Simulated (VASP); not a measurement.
OSZICAR of a VASP run on ZnRuO3 (space group P4mm):

OSZICAR:
```
       N       E                     dE             d eps       ncg     rms          rms(c)
DAV:   1     0.421197475221E+03    0.42120E+03   -0.22110E+04  2152   0.182E+03
DAV:   2     0.481900705201E+01   -0.41638E+03   -0.40606E+03  2248   0.472E+02
DAV:   3    -0.343616296472E+02   -0.39181E+02   -0.38304E+02  2336   0.149E+02
DAV:   4    -0.353586947913E+02   -0.99707E+00   -0.98928E+00  2310   0.238E+01
DAV:   5    -0.353771382540E+02   -0.18443E-01   -0.18419E-01  2544   0.310E+00    0.654E+01
DAV:   6    -0.298892933671E+02    0.54878E+01   -0.37772E+01  2602   0.728E+01    0.231E+01
DAV:   7    -0.295047116359E+02    0.38458E+00   -0.14185E+01  2382   0.402E+01    0.207E+01
DAV:   8    -0.291900069618E+02    0.31470E+00   -0.21650E+00  2496   0.214E+01    0.767E+00
DAV:   9    -0.291664642012E+02    0.23543E-01   -0.14861E-01  2782   0.860E+00    0.368E-01
DAV:  10    -0.291678213883E+02   -0.13572E-02   -0.20585E-02  2186   0.106E+00    0.204E-01
DAV:  11    -0.291678698497E+02   -0.48461E-04   -0.77668E-04  2906   0.441E-01    0.868E-02
DAV:  12    -0.291678870048E+02   -0.17155E-04   -0.11374E-04  2828   0.145E-01    0.306E-02
DAV:  13    -0.291678841457E+02    0.28591E-05   -0.31690E-05  3080   0.691E-02    0.122E-02
DAV:  14    -0.291678849346E+02   -0.78890E-06   -0.45921E-06  2048   0.235E-02
   1 F= -.29167885E+02 E0= -.29067812E+02  d E =-.200145E+00
```

**Question.** Which electronic solver shows in the log?

**Answer.** It is blocked Davidson (ALGO = Normal, or the opening steps of other solvers). The INCAR had ALGO = Normal.

**Question.** Can the final energy be trusted as converged?

**Answer.** The run converged. It stopped with EDIFF = 1E-6, NELM = 100 (PBEsol GGA, plane waves, VASP's PBE PAW potentials (set 64)).

The structure was generated: ZnRuO3 was put into an ordered model structure, which need not be its known phase. The cell was not relaxed at this level. The run is one of a series of settings (GGA = PS, POTCAR Ru_pv Zn O (PBE.64 set) against the base run), some of them coarse on purpose.
